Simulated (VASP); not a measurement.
Input for VASP

### POSCAR
```
CoAl
1.0
  2.7937808356   0.0000000000   0.0000000000
  0.0000000000   2.7937808356   0.0000000000
  0.0000000000   0.0000000000   2.7937808356
Al Co
1 1
Cartesian
  1.3968904178   1.3968904178   1.3968904178
  0.0000000000   0.0000000000   0.0000000000
```

**INCAR**
```
ALGO = Normal
EDIFF = 1E-6
EDIFFG = -0.01
ENCUT = 400
IBRION = 2
ISIF = 3
ISMEAR = 1
LASPH = .True.
LCHARG = .False.
LMAXMIX = 4
LREAL = .False.
LWAVE = .False.
NELM = 100
NSW = 60
PREC = Accurate
SIGMA = 0.1
SYSTEM = CoAl
```

**KPOINTS**
```
Automatic
0
gamma
 12 12 12
0 0 0
```

POTCAR, in this order: Al Co (LDA.64 set). Program: vasp_std.

Translate this LDA calculation to Ansatz.

One equivalent input (not run):
Ansatz 0.2 input:
```yaml
crystal:
  lattice:
    - [2.7937808, 0.0000000, 0.0000000]
    - [0.0000000, 2.7937808, 0.0000000]
    - [0.0000000, 0.0000000, 2.7937808]
  atoms:
    - { symbol: Al, position: [0.5000000, 0.5000000, 0.5000000] }
    - { symbol: Co, position: [0.0000000, 0.0000000, 0.0000000] }
kpoints:
  mp_grid: { grid: [12, 12, 12] }
hamiltonian:
  xc: lda
  pseudopotentials: { kind: paw }
scf:
  occupations: { method: methfessel_paxton, width: 0.1 }
  max_iter: 100
relax:
  max_steps: 60
  f_tol: 0.01
  cell: {}
output: { forces: true, stress: true, eigenvalues: true }
```
Limits of the translation: each code has its own PAW files, so the cut-off isn't converted (ENCUT is set for VASP's; basis.ecutwfc is left out, and Ansatz then takes the one that its files recommend); Ansatz stops its SCF on the density residual and VASP on the energy change (EDIFF); Ansatz's lda is the Perdew-Wang form, while the LDA potentials of VASP carry Perdew-Zunger's.

The compound is CoAl in the CsCl type structure. It was relaxed first, which changed the volume by -7 %. The start is the result of an earlier pass.
